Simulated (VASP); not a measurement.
```
CELL_PARAMETERS angstrom
      0.00000     2.87087     2.87087
      2.87087     0.00000     2.87087
      2.87087     2.87087     0.00000
ATOMIC_POSITIONS crystal
  Ga 0.00000 0.00000 0.00000
  As 0.25000 0.25000 0.25000
```

Computed with PBE GGA, VASP's PBE PAW potentials (set 64) (plane waves; VASP). Run with 400 eV cut-off, Gaussian smearing of 0.050 eV, potentials Ga_d As.

Give the energies of bands 7 to 12 at the high-symmetry points, in eV from the valence-band maximum.

```
band     Γ      X      U      L      W
----  ----  -----  -----  -----  -----
7     0.00  -6.61  -6.43  -6.39  -6.44
8     0.00  -2.52  -3.62  -1.07  -3.32
9     0.00  -2.52  -2.12  -1.07  -3.13
10    0.18   1.55   1.98   0.87   4.40
11    3.72   1.67   4.53   4.62   4.70
12    3.72   9.80   7.70   4.62   5.26
```

The gap is direct, 0.18 eV, from the valence maximum at Γ to the conduction minimum at Γ.

Measured: gap 1.57 eV (computed value off by -1.39 eV), as given by Wei Chen et al., Physical Review Materials (2018), doi:10.1103/physrevmaterials.2.073803 [zero-point renormalisation of 0.05 eV added back (the table's ZPR column)].

The compound is GaAs in the zinc blende structure. It was relaxed first.
